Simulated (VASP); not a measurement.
Here is the system:

```xyz
2
Lattice="0.0000 2.7754 2.7754 2.7754 0.0000 2.7754 2.7754 2.7754 0.0000" Properties=species:S:1:pos:R:3 pbc="T T T"
Zn     0.0000     0.0000     0.0000
S      1.3877     1.3877     1.3877
```

All values below come from PW91 GGA, VASP's PBE PAW potentials (set 64) (plane waves; VASP). Numerical set-up: 520 eV cut-off, 8×8×8 Γ-centred mesh, Gaussian smearing of 0.050 eV, potentials Zn S.

Problem. Give the stress tensor in GPa (positive for a compressed cell).

Solution. 
```
-3.59   0.00   0.00
 0.00  -3.59   0.00
 0.00   0.00  -3.59
```
The pressure is its mean diagonal, -3.59 GPa.

The compound is ZnS in the zinc blende structure. This cell is one point of a volume scan, at 1.06 of the reference volume.
